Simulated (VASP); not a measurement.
An input for Ansatz (written as the equivalent of a VASP run, and not itself run):

Ansatz 0.2 input:
```yaml
crystal:
  lattice:
    - [3.2528267, 0.0000000, 0.0000000]
    - [0.0000000, 3.2528267, 0.0000000]
    - [0.0000000, 0.0000000, 3.2528267]
  atoms:
    - { symbol: Li, position: [0.5000000, 0.5000000, 0.5000000] }
    - { symbol: Hg, position: [0.0000000, 0.0000000, 0.0000000] }
kpoints:
  mp_grid: { grid: [13, 13, 13] }
hamiltonian:
  xc: pbesol
  pseudopotentials: { kind: paw }
scf:
  occupations: { method: tetrahedron }
  max_iter: 100
output: { forces: true, stress: true, eigenvalues: true }
```

Task: Write the VASP files for the same calculation (PBEsol).

Result: This is not unique; one that fits is 
**POSCAR**
```
LiHg
1
    3.2528266832     0.0000000000     0.0000000000
    0.0000000000     3.2528266832     0.0000000000
    0.0000000000     0.0000000000     3.2528266832
Li Hg
1 1
Direct
  0.5000000000   0.5000000000   0.5000000000
  0.0000000000   0.0000000000   0.0000000000
```

**INCAR**
```
SYSTEM  =  LiHg
ENCUT  =  520
LORBIT  =  11   ! lm-projected
EDIFF  =  1E-7   ! SCF stop (eV)
NEDOS  =  601
LWAVE  =  .FALSE.
NELM  =  100
LMAXMIX  =  6   ! l cut-off of mixed one-centre charges
ISMEAR  =  -5   ! tetrahedra, Bloechl
LCHARG  =  .TRUE.
PREC  =  Accurate
ISIF  =  2
LREAL  =  .FALSE.   ! projection in real space or not
ALGO  =  Normal   ! blocked Davidson
GGA  =  PS
LASPH  =  .TRUE.
```

File KPOINTS:
```
K-points
0
gamma
  13 13 13
0 0 0
```

POTCAR, in this order: Li_sv Hg (PBE.64 set). Program: vasp_std.

Limits of the translation: each code has its own PAW files, so the cut-off isn't converted (ENCUT is set for VASP's; basis.ecutwfc is left out, and Ansatz then takes the one that its files recommend); Ansatz stops its SCF on the density residual and VASP on the energy change (EDIFF).

The structure comes from a computed database's LiHg entry (Pm-3m); how it stands against other phases isn't given here. It was relaxed first.
